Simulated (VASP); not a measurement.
Here is the system:

```yaml
crystal:
  lattice:
    - [0.00000, 2.29960, 2.29960]
    - [2.29960, 0.00000, 2.29960]
    - [2.29960, 2.29960, 0.00000]
  atoms:
    - { symbol: Sc, position: [0.00000, 0.00000, 0.00000] }
    - { symbol: C, position: [0.50000, 0.50000, 0.50000] }
```

The numbers are results of LDA (Ceperley-Alder, Perdew-Zunger), VASP's LDA PAW potentials (set 64) (plane waves; VASP), not measurements. Settings: 520 eV cut-off, Gaussian smearing of 0.050 eV, potentials Sc_sv C.

**Question.** Give the energies of bands 6 to 10 at the high-symmetry points, in eV from the Fermi level.

**Answer.** 
```json
[
 {"band": "6", "Γ": "2.28", "X": "-1.66", "U": "-1.62", "L": "-3.79", "W": "-1.32"},
 {"band": "7", "Γ": "2.28", "X": "0.67", "U": "-1.54", "L": "-1.04", "W": "-1.32"},
 {"band": "8", "Γ": "2.28", "X": "1.00", "U": "-0.12", "L": "-1.04", "W": "-1.03"},
 {"band": "9", "Γ": "3.11", "X": "1.00", "U": "3.31", "L": "5.49", "W": "4.73"},
 {"band": "10", "Γ": "3.11", "X": "5.39", "U": "5.76", "L": "5.49", "W": "4.73"}
]
```

It has no gap at this level: it comes out as a metal or semimetal.

The structure comes from a computed database's ScC entry (Fm-3m); how it stands against other phases isn't given here. It was relaxed first, which changed the volume by -5 %. The electron count is odd and the run is not spin-polarised, which forces a metal.
